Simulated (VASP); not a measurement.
Shape and ions are relaxed at each volume.

Data:

```
CELL_PARAMETERS angstrom
      1.12760    -1.95306     0.00000
      1.12760     1.95306     0.00000
      0.00000     0.00000     3.56680
ATOMIC_POSITIONS crystal
  Be 0.33333 0.66667 0.25000
  Be 0.66667 0.33333 0.75000
```

Method: PBEsol GGA, VASP's PBE PAW potentials (set 64) (plane waves; VASP). Settings: 520 eV cut-off, 18×18×10 Γ-centred mesh, first-order Methfessel-Paxton smearing of 0.10 eV, potentials Be.

**Question.** Give the energy at these volumes per atom, relative to the lowest: 7.39, 7.62, 7.86, 8.09, 8.33 Å³.

**Answer.** 11.8, 2.8, 0.0, 2.7, 10.2 meV/atom. A third-order Birch-Murnaghan fit gives B0 = 124 GPa and B0′ = 3.3.

The compound is Be in the hcp structure. It was relaxed first.
